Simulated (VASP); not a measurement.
**YSe: relaxation of cell and atoms with LDA**

Crystal: YSe.

```
CELL_PARAMETERS angstrom
0.00000 2.88477 2.88477
2.88477 0.00000 2.88477
2.88477 2.88477 0.00000
ATOMIC_POSITIONS crystal
Y 0.50000 0.50000 0.50000
Se 0.00000 0.00000 0.00000
```

- Program: VASP 6.6.1
- Task: relaxation of cell and atoms
- Functional: LDA
- Potentials or basis: VASP PAW LDA potentials, release 64 (Y_sv, Se)
- Cutoff: 600 eV
- k mesh: 12 × 12 × 12
- Occupations: gaussian, width 0.1 eV
- Spin: no spin polarisation
- Dipole correction: no
- Further INCAR settings: ALGO = Normal; EDIFF = 1e-06; IBRION = 2; EDIFFG = -0.005; NSW = 70; ISIF = 3

```yaml
Relaxed_volume: 22.49 Å³/atom
Relaxed_cell: a = 3.992 Å, b = 3.992 Å, c = 3.992 Å, α = 60.00°, β = 60.00°, γ = 60.00°
Space_group_after_relaxing_to_0.05_Å: Fm-3m (No. 225)
Energy_gained_by_relaxing: 26.7 meV/atom
Ionic_steps: 3
Pressure_after_relaxing: 0.0 GPa
Band_gap_on_the_k_mesh: none (metal or under the smearing width)
```

Step by step:
| step | energy change (eV) | largest force (eV/Å) | pressure (GPa) | volume (Å³) |
| --- | --- | --- | --- | --- |
| 1 | 0.0000 | 0.0000 | -5.30 | 48.01 |
| 2 | -0.0172 | 0.0000 | 5.41 | 42.71 |
| 3 | -0.0535 | 0.0000 | -0.03 | 44.98 |

Final structure:
```yaml
crystal:
  lattice:
    - [0.00000, 2.82270, 2.82270]
    - [2.82270, 0.00000, 2.82270]
    - [2.82270, 2.82270, 0.00000]
  atoms:
    - { symbol: Y, position: [0.50000, 0.50000, 0.50000] }
    - { symbol: Se, position: [0.00000, 0.00000, 0.00000] }
```

Levels at points of the mesh, in eV from the Fermi level:
```tsv
k point	band 5	band 6	band 7	band 8	band 9	band 10	band 11	band 12
(0.00, 0.00, 0.00)	-15.29	-2.94	-2.94	-2.94	-0.26	-0.26	-0.26	0.57
(0.50, 0.00, 0.00)	-14.07	-7.00	-4.96	-4.96	1.85	2.39	2.39	2.51
(0.50, 0.50, 0.00)	-14.65	-5.44	-3.82	-3.82	-2.28	1.74	2.69	3.34
```

Wall time 2.2 min on 1 thread of Intel(R) Xeon(R) Platinum 8559C (Emerald Rapids), with other jobs on the host, peak memory 0.24 GiB.

LDA usually gives volumes a few per cent too small. Zero-point motion and thermal expansion aren't in these numbers.
